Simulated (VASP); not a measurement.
# HfZrS4 (P2/m) in VASP: further runs

The runs below take HfZrS4 through relaxation of cell and atoms, with PBEsol+D3(BJ), LDA.

Program: VASP 6.6.1. These are calculated values, not measurements. Logs are shortened: lines on timing, memory, paths and dates and some standing lists are left out, and cuts for length are marked.

### 1 Starting point

Symmetry: P2/m, No. 10, monoclinic system. The conventional cell has a = 6.082 Å, b = 3.655 Å, c = 6.331 Å, α = 90.00°, β = 90.00°, γ = 90.00°. Around Zr (site symmetry 2/m) lie 6 S at 2.55 Å. Hf (site symmetry 2/m) has 6 S at 2.55 Å as nearest neighbours. S (site symmetry m) has 2 Hf at 2.55 Å and 1 Zr at 2.55 Å as nearest neighbours. S (site symmetry m) has 2 Zr at 2.55 Å and 1 Hf at 2.55 Å as nearest neighbours.

The cell comes from a database or a generator and needn't be the stable form of this composition.

### 2 Relaxation of cell and atoms, PBEsol+D3(BJ)

The input, INCAR:

```
PREC = Accurate
ENCUT = 600
EDIFF = 1E-6
ISMEAR = 0
SIGMA = 0.02
LREAL = False
LASPH = True
NELM = 100
ALGO = Fast
ISIF = 3
LWAVE = False
LCHARG = False
GGA = PS
IVDW = 12
IBRION = 2
NSW = 60
EDIFFG = -0.01
```

The input, KPOINTS:

```
regular mesh
0
Gamma
  7 4 4
```

The input, POSCAR:

```
HfZrS4
1.0
   -3.6553971100      0.0000000000      0.0000000000
    0.0000000000      0.0000000000     -6.0817384400
    0.0000000000     -6.3313335200      0.0000000000
Zr Hf S
1 1 4
Direct
    0.5000000000      0.0000000000      0.5000000000
    0.0000000000      0.0000000000      0.0000000000
    0.4999999900      0.2360479500      0.8333333400
   -0.0000000100      0.2360479500      0.3333333400
    0.0000000100      0.7639520500      0.6666666600
    0.5000000000      0.7639520500      0.1666666600
```

Potentials or basis: VASP PAW PBE potentials, release 64 (Zr_sv, Hf_pv, S).

Launch:

```bash
cat potpaw_PBE.64/Zr_sv/POTCAR potpaw_PBE.64/Hf_pv/POTCAR potpaw_PBE.64/S/POTCAR > POTCAR
mpirun -np 1 vasp_std > vasp.out
```

OUTCAR:

```text
PREC = Accurate
   ENCUT = 600
   EDIFF = 1E-6
   ISMEAR = 0
   LREAL = False
   LASPH = True
   NELM = 100
   ISIF = 3
   GGA = PS
   IVDW = 12
   IBRION = 2
   NSW = 60
   EDIFFG = -0.01
 IVDW          = 12

 ion  position               nearest neighbor table
   1  0.500  0.000  0.500-   4 2.55   5 2.55   5 2.55   4 2.55   6 2.55   3 2.55   2 3.66   2 3.66
                             2 3.66   2 3.66
   2  0.000  0.000  0.000-   3 2.55   6 2.55   6 2.55   3 2.55   5 2.55   4 2.55   1 3.66   1 3.66
                             1 3.66   1 3.66
   3  0.500  0.236  0.833-   2 2.55   2 2.55   1 2.55
   4  1.000  0.236  0.333-   1 2.55   1 2.55   2 2.55
   5  0.000  0.764  0.667-   1 2.55   1 2.55   2 2.55
   6  0.500  0.764  0.167-   2 2.55   2 2.55   1 2.55

  LATTYP: Found a simple orthorhombic cell.
 ALAT       =     3.6553971100
 B/A-ratio  =     1.6637695596
 C/A-ratio  =     1.7320508086

  Lattice vectors:

 A1 = (  -3.6553971100,   0.0000000000,   0.0000000000)
 A2 = (   0.0000000000,   0.0000000000,  -6.0817384400)
 A3 = (   0.0000000000,  -6.3313335200,   0.0000000000)

Analysis of symmetry for initial positions (statically):
=====================================================================
 Subroutine PRICEL returns:
 Original cell was already a primitive cell.

 Routine SETGRP: Setting up the symmetry group for a
 simple orthorhombic supercell.

 Subroutine GETGRP returns: Found  4 space group operations
 (whereof  4 operations were pure point group operations)
 out of a pool of  8 trial point group operations.

The static configuration has the point symmetry C_2h.

Analysis of symmetry for dynamics (positions and initial velocities):
=====================================================================
 Subroutine PRICEL returns:
 Original cell was already a primitive cell.

 Routine SETGRP: Setting up the symmetry group for a
 simple orthorhombic supercell.

 Subroutine GETGRP returns: Found  4 space group operations
 (whereof  4 operations were pure point group operations)
 out of a pool of  8 trial point group operations.

The dynamic configuration has the point symmetry C_2h.

 Subroutine INISYM returns: Found  4 space group operations
 (whereof  4 operations are pure point group operations),
 and found     1 'primitive' translations

----------------------------------------------------------------------------------------

                                     Primitive cell

  volume of cell :     140.7529

  direct lattice vectors                    reciprocal lattice vectors
    -3.655397110  0.000000000  0.000000000    -0.273568088  0.000000000  0.000000000
     0.000000000  0.000000000 -6.081738440     0.000000000  0.000000000 -0.164426670
     0.000000000 -6.331333520  0.000000000     0.000000000 -0.157944609  0.000000000

  length of vectors
     3.655397110  6.081738440  6.331333520     0.273568088  0.164426670  0.157944609

  position of ions in fractional coordinates (direct lattice)
     0.500000000  0.000000000  0.500000000
     0.000000000  0.000000000  0.000000000
     0.499999990  0.236047950  0.833333340
     0.999999990  0.236047950  0.333333340
     0.000000010  0.763952050  0.666666660
     0.500000000  0.763952050  0.166666660

  ion indices of the primitive-cell ions
   primitive index   ion index
                 1           1
                 2           2
                 3           3
                 4           4
                 5           5
                 6           6

----------------------------------------------------------------------------------------

 KPOINTS: regular mesh

Automatic generation of k-mesh.
 Grid dimensions read from file:
 generate k-points for:    7    4    4

 Generating k-lattice:

  Cartesian coordinates                     Fractional coordinates (reciprocal lattice)
    -0.039081155  0.000000000  0.000000000     0.142857143  0.000000000  0.000000000
     0.000000000  0.000000000 -0.041106668     0.000000000  0.250000000  0.000000000
     0.000000000 -0.039486152  0.000000000     0.000000000  0.000000000  0.250000000

  Length of vectors
     0.039081155  0.041106668  0.039486152

  Shift w.r.t. Gamma in fractional coordinates (k-lattice)
     0.000000000  0.000000000  0.000000000

 Subroutine IBZKPT returns following result:
 ===========================================

 Found     40 irreducible k-points:

 Following reciprocal coordinates:
            Coordinates               Weight
  0.000000  0.000000  0.000000      1.000000
  0.142857  0.000000  0.000000      2.000000
  0.285714  0.000000  0.000000      2.000000
  0.428571  0.000000  0.000000      2.000000
  0.000000  0.250000  0.000000      2.000000
  0.142857  0.250000  0.000000      4.000000
[... 16 lines left out ...]
  0.428571  0.250000  0.250000      4.000000
 -0.428571  0.250000 -0.250000      4.000000
 [... further k-points ...]
   k-points           NKPTS =     40   k-points in BZ     NKDIM =     40   number of bands    NBANDS=     27
   number of dos      NEDOS =    301   number of ions     NIONS =      6
   total plane-waves  NPLWV =  81000
   dimension x,y,z NGX =    30 NGY =   50 NGZ =   54
   dimension x,y,z NGXF=    60 NGYF=  100 NGZF=  108
   ions per type =               1   1   4
   NGX,Y,Z   is equivalent  to a cutoff of  13.64, 13.67, 14.18 a.u.
   NGXF,Y,Z  is equivalent  to a cutoff of  27.29, 27.34, 28.36 a.u.
 SYSTEM =  unknown system
   PREC   = accura    normal or accurate (medium, high low for compatibility)
   ISTART =      0    job   : 0-new  1-cont  2-samecut
   ICHARG =      2    charge: 1-file 2-atom 10-const
   ISPIN  =      1    spin polarized calculation?
   LNONCOLLINEAR =      F non collinear calculations
   LSORBIT =      F    spin-orbit coupling
   LASPH  =      T    aspherical Exc in radial PAW
   ENCUT  =  600.0 eV  44.10 Ry    6.64 a.u.   7.30 12.15 12.65*2*pi/ulx,y,z
   NELM   =    100;   NELMIN=  2; NELMDL= -5     # of ELM steps
   EDIFF  = 0.1E-05   stopping-criterion for ELM
   LREAL  =      F    real-space projection
   EDIFFG = -.1E-01   stopping-criterion for IOM
   NSW    =     60    number of steps for IOM
   IBRION =      2    ionic relax: 0-MD 1-quasi-New 2-CG
   NFREE  =      1    steps in history (QN), initial steepest desc. (CG)
   ISIF   =      3    stress and relaxation
   ISYM   =      2    0-nonsym 1-usesym 2-fastsym
   POTIM  = 0.5000    time-step for ionic-motion
   TEBEG  =    0.0;   TEEND  =   0.0 temperature during run
   PSTRESS=    0.0 pullay stress
   NELECT =      46.0000    total number of electrons
   NUPDOWN=      -1.0000    fix difference up-down
   EMIN   =  10.00;   EMAX   =-10.00  energy-range for DOS
   EFERMI =   0.00;   METHOD = LEGACY
   ISMEAR =     0;   SIGMA  =   0.02  broadening in eV -4-tet -1-fermi 0-gaus
   EFERMI_NEDOS =   21; number of points for ismear=-14 and -15
   IALGO  =     68    algorithm
   IMIX   =      4    mixing-type and parameters
     AMIX     =   0.40;   BMIX     =  1.00
     AMIX_MAG =   1.60;   BMIX_MAG =  1.00
  volume/ion in A,a.u.               =      23.46       158.31
  Fermi-wavevector in a.u.,A,eV,Ry     =   1.127652  2.130953 17.301143  1.271598
  Thomas-Fermi vector in A             =   2.264339
   LORBIT       =      0    0 simple, 1 ext, 2 COOP (PROOUT), +10 PAW based schemes
   GGA     = PS    functional components
   LHFCALC =     F    Hartree Fock is set to
   AEXX    =    0.0000 exact exchange contribution
   IVDW    =    12    specifies the selected vdW correction
   LEPSILON=     F    determine dielectric tensor
   LRPA    =     F    only Hartree local field effects (RPA)
 conjugate gradient relaxation of ions
 non-spin polarized calculation
 RMM-DIIS sequential band-by-band and
 Gauss-broadening in eV      SIGMA  =   0.02
  energy-cutoff  :      600.00
  volume of cell :      140.75
 maximum number of plane-waves:      4734
 NGX is ok and might be reduce to    30
   NGX = 15   NGY = 25   NGZ = 25

--------------------------------------- Ionic step        1  -------------------------------------------

 number of electron      46.0000003 magnetization

 Free energy of the ion-electron system (eV)
  ---------------------------------------------------
  ext. energy  EPLUGINS =         0.00000000
  ---------------------------------------------------
  free energy    TOTEN  =       -46.58387748 eV

  energy without entropy =      -46.58387748  energy(sigma->0) =      -46.58387748

------------------------ aborting loop because EDIFF is reached ----------------------------------------

 Edisp (eV)   -1.77890

 E8    (eV) :    -1.1654
[... 117 lines left out ...]
  FREE ENERGIE OF THE ION-ELECTRON SYSTEM (eV)
  ---------------------------------------------------
  free  energy   TOTEN  =       -48.4389202586 eV

  energy  without entropy=      -48.4389202586  energy(sigma->0) =      -48.43892026

 E-fermi :   4.3032     XC(G=0):  -9.9242

 val. band max:        4.2033405594   @ k =   0.0000   0.0000   0.0000
 cond. band min:       4.8529869291   @ k =   0.0000   0.5000   0.0000
 fundamental gap:      0.6496463697
 Fermi energy:         4.3032224712

 k-point     1 :       0.0000    0.0000    0.0000
  band No.  band energies     occupation
      1     -44.5779      2.00000
      2     -26.3152      2.00000
      3     -26.2842      2.00000
      4     -26.2079      2.00000
      5     -22.7072      2.00000
      6     -22.6849      2.00000
[... 709 lines left out ...]
     26       7.6369      0.00000
     27       7.7859      0.00000

 [... further k-points ...]

[... ionic steps 4 to 16 ...]

--------------------------------------- Ionic step       17  -------------------------------------------

 number of electron      45.9999997 magnetization

------------------------ aborting loop because EDIFF is reached ----------------------------------------
[... 83 lines left out ...]
--------------------------------------- Ionic step       19  -------------------------------------------

 number of electron      45.9999997 magnetization

 Free energy of the ion-electron system (eV)
  ---------------------------------------------------
  ext. energy  EPLUGINS =         0.00000000
  ---------------------------------------------------
  free energy    TOTEN  =       -46.53734865 eV

  energy without entropy =      -46.53734865  energy(sigma->0) =      -46.53734865

 E-fermi :   5.4230     XC(G=0): -10.3739

 val. band max:        5.3140222048   @ k =   0.0000   0.0000   0.0000
 cond. band min:       5.6773273363   @ k =   0.0000   0.5000   0.0000
 fundamental gap:      0.3633051314
 Fermi energy:         5.4229798539

 k-point     1 :       0.0000    0.0000    0.0000
  band No.  band energies     occupation
      1     -43.7383      2.00000
      2     -25.5489      2.00000
      3     -25.5221      2.00000
      4     -25.4466      2.00000
      5     -21.8770      2.00000
      6     -21.8566      2.00000
[... 709 lines left out ...]
     26       8.4094      0.00000
     27       8.5604      0.00000

 [... further k-points ...]

------------------------ aborting loop because EDIFF is reached ----------------------------------------

 Edisp (eV)   -2.07245

 E8    (eV) :    -1.3606
[... 29 lines left out ...]
  FREE ENERGIE OF THE ION-ELECTRON SYSTEM (eV)
  ---------------------------------------------------
  free  energy   TOTEN  =       -48.6097967028 eV

  energy  without entropy=      -48.6097967028  energy(sigma->0) =      -48.60979670

 reached required accuracy - stopping structural energy minimisation
```

Wall time 36 min (1 thread of Intel Xeon Platinum 8488C (Sapphire Rapids), shared host); peak memory 0.45 GiB.

What came out:

- Free energy: -48.6098 eV
- Relaxed volume: 20.34 Å³/atom
- Relaxed cell: a = 3.563 Å, b = 5.555 Å, c = 6.167 Å, α = 89.97°, β = 90.00°, γ = 90.00°
- Space group after relaxing (to 0.05 Å): P2/m (No. 10)
- Energy gained by relaxing: 41.2 meV/atom
- Ionic steps: 19
- Pressure after relaxing: 0.0 GPa
- Largest force after relaxing: 0.009 eV/Å
- Band gap on the k mesh: 0.36 eV, indirect (least direct gap 0.56 eV)
- Dispersion energy per atom: -0.345 eV

Forces in eV/Å, atoms in the order of the input:
```
Zr   0.000  0.000  0.000
Hf   0.000  0.000  0.000
S    0.000  0.002  0.008
S    0.000  0.003  0.002
S    0.000 -0.003 -0.002
S    0.000 -0.002 -0.008
```

The path:
| step | energy change (eV) | largest force (eV/Å) | pressure (GPa) | volume (Å³) |
| --- | --- | --- | --- | --- |
| 1 | 0.0000 | 0.2380 | -3.91 | 140.75 |
| 2 | 0.0099 | 1.0686 | 4.90 | 129.42 |
| 3 | -0.0761 | 0.5089 | 0.01 | 135.10 |
| 4 | -0.1102 | 0.3425 | -0.11 | 133.73 |
| 5 | -0.1367 | 0.1971 | -0.34 | 131.05 |
| 6 | -0.1689 | 0.2051 | -0.19 | 129.04 |
| 7 | -0.2348 | 0.2219 | 0.68 | 123.04 |
| 8 | 0.0399 | 0.2507 | 5.40 | 111.08 |
| 9 | -0.2293 | 0.3482 | 1.66 | 122.05 |
| 10 | -0.2451 | 0.1147 | -0.12 | 122.38 |
| 11 | -0.2451 | 0.1146 | -0.13 | 122.38 |
| 12 | -0.2461 | 0.0777 | -0.07 | 122.27 |
| 13 | -0.2469 | 0.0251 | 0.04 | 122.02 |
| 14 | -0.2470 | 0.0130 | 0.00 | 122.06 |
| 15 | -0.2470 | 0.0134 | 0.00 | 122.06 |
| 16 | -0.2470 | 0.0141 | -0.01 | 122.06 |
| 17 | -0.2470 | 0.0141 | -0.01 | 122.06 |
| 18 | -0.2470 | 0.0138 | -0.01 | 122.06 |
| 19 | -0.2470 | 0.0087 | 0.01 | 122.06 |

Final structure:
```
Zr Hf S
1.0
    -3.56339    0.00000    0.00000
     0.00000   -0.00151   -5.55453
     0.00000   -6.16667   -0.00110
Zr Hf S
1 1 4
Direct
  0.50000 0.00000 0.50000
  0.00000 0.00000 0.00000
  0.50000 0.26271 0.83613
  0.00000 0.26390 0.33054
  0.00000 0.73610 0.66946
  0.50000 0.73729 0.16387
```

Caveat: the PAW data sets were made with another functional, which shifts forces and pressure a little; spin-orbit coupling is left out, which moves the levels of the heavy elements; an odd mesh through Γ misses points on the zone boundary, where band edges often lie.

### 3 Relaxation of cell and atoms, LDA

The input, INCAR:

```
PREC = Accurate
ENCUT = 300
EDIFF = 1E-6
ISMEAR = 0
SIGMA = 0.02
LREAL = F
LASPH = T
NELM = 80
ALGO = Normal
ISIF = 3
LWAVE = F
LCHARG = F
GGA = CA
IBRION = 2
NSW = 40
EDIFFG = -0.02
```

The input, KPOINTS:

```
regular mesh
0
Gamma
  4 2 2
```

POSCAR is that of step 2.

Potentials or basis: VASP PAW LDA potentials, release 64 (Zr_sv, Hf_pv, S).

Launch:

```bash
cat potpaw_LDA.64/Zr_sv/POTCAR potpaw_LDA.64/Hf_pv/POTCAR potpaw_LDA.64/S/POTCAR > POTCAR
mpirun -np 1 vasp_std > vasp.out
```

It took 2.4 min on 1 thread of Intel Xeon Platinum 8375C at 2.90GHz (Ice Lake), shared host; peak memory 0.16 GiB.

It converged, with:

| Property | Result |
| --- | --- |
| Free energy | -48.1643 eV |
| Relaxed volume | 20.95 Å³/atom |
| Relaxed cell | a = 3.598 Å, b = 5.654 Å, c = 6.180 Å, α = 89.72°, β = 90.00°, γ = 90.00° |
| Space group after relaxing (to 0.05 Å) | P2/m (No. 10) |
| Energy gained by relaxing | 25.8 meV/atom |
| Ionic steps | 16 |
| Pressure after relaxing | 0.0 GPa |
| Largest force after relaxing | 0.011 eV/Å |
| Band gap on the k mesh | 0.47 eV, indirect (least direct gap 0.70 eV) |

Forces in eV/Å, atoms in the order of the input:
```
Zr   0.000  0.000  0.000
Hf   0.000  0.000  0.000
S    0.000  0.005  0.010
S    0.000 -0.002 -0.006
S    0.000  0.002  0.006
S    0.000 -0.005 -0.010
```

Step by step:
```
step  energy change (eV)  largest force (eV/Å)  pressure (GPa)  volume (Å³)
   1              0.0000                0.3679           -3.99       140.75
   2              0.0457                1.0168            5.80       129.19
   3             -0.0746                0.3508           -0.07       135.49
   4             -0.0910                0.2240           -0.15       134.72
   5             -0.1007                0.1510           -0.25       133.48
   6             -0.1133                0.1688           -0.10       132.19
   7             -0.1407                0.2249            0.46       128.30
   8             -0.1049                0.3200            2.44       120.56
   9             -0.1437                0.2830            1.01       126.48
  10             -0.1505                0.1842            0.41       126.43
  11             -0.1530                0.1041           -0.33       126.35
  12             -0.1530                0.1084           -0.23       126.36
  13             -0.1538                0.0781           -0.15       126.18
  14             -0.1544                0.0517            0.03       125.79
  15             -0.1546                0.0246            0.03       125.75
  16             -0.1547                0.0113            0.03       125.72
```

Final structure:
```cif
data_structure
_symmetry_space_group_name_H-M 'P 1'
_symmetry_Int_Tables_number 1
_cell_length_a 3.5983
_cell_length_b 5.6536
_cell_length_c 6.1797
_cell_angle_alpha 89.716
_cell_angle_beta 90.000
_cell_angle_gamma 90.000
_cell_volume 125.72
loop_
_atom_site_label
_atom_site_type_symbol
_atom_site_fract_x
_atom_site_fract_y
_atom_site_fract_z
_atom_site_occupancy
Zr1 Zr 0.50000 0.00000 0.50000 1
Hf1 Hf 0.00000 0.00000 0.00000 1
S1 S 0.50000 0.25485 0.83630 1
S2 S 0.00000 0.25580 0.33020 1
S3 S 0.00000 0.74420 0.66980 1
S4 S 0.50000 0.74515 0.16370 1
```

Levels at points of the mesh, in eV from the valence-band top:
| k point | band 19 | band 20 | band 21 | band 22 | band 23 | band 24 | band 25 | band 26 | band 27 |
| --- | --- | --- | --- | --- | --- | --- | --- | --- | --- |
| (0.00, 0.00, 0.00) | -2.35 | -1.61 | -0.25 | -0.21 | 0.00 | 0.70 | 1.37 | 1.48 | 2.04 |
| (0.50, 0.00, 0.00) | -2.80 | -2.56 | -2.40 | -1.62 | -1.45 | 1.75 | 2.14 | 2.71 | 3.13 |
| (0.00, 0.50, 0.00) | -2.37 | -1.18 | -0.91 | -0.48 | -0.42 | 0.51 | 1.31 | 1.41 | 2.43 |
| (0.50, 0.50, 0.00) | -2.62 | -2.13 | -2.11 | -1.60 | -1.53 | 1.81 | 2.08 | 2.19 | 2.43 |
| (0.00, 0.00, 0.50) | -2.83 | -1.34 | -1.32 | -0.72 | -0.72 | 1.03 | 1.24 | 2.41 | 2.68 |
| (0.50, 0.00, 0.50) | -2.73 | -2.44 | -2.34 | -1.57 | -1.51 | 0.65 | 0.79 | 3.21 | 3.56 |
| (0.00, 0.50, 0.50) | -2.38 | -1.31 | -1.27 | -1.14 | -1.05 | 0.94 | 1.19 | 2.51 | 2.99 |
| (0.50, 0.50, 0.50) | -2.63 | -1.16 | -1.10 | -0.94 | -0.92 | 0.47 | 0.51 | 3.20 | 3.56 |

Caveat: the k mesh is coarse (spacing up to 0.52 Å⁻¹), so the values aren't converged; the cutoff is under 1.25 times the usual one of these potentials, so pressure, stress and relaxed cells hold a basis-set (Pulay) error; spin-orbit coupling is left out, which moves the levels of the heavy elements.
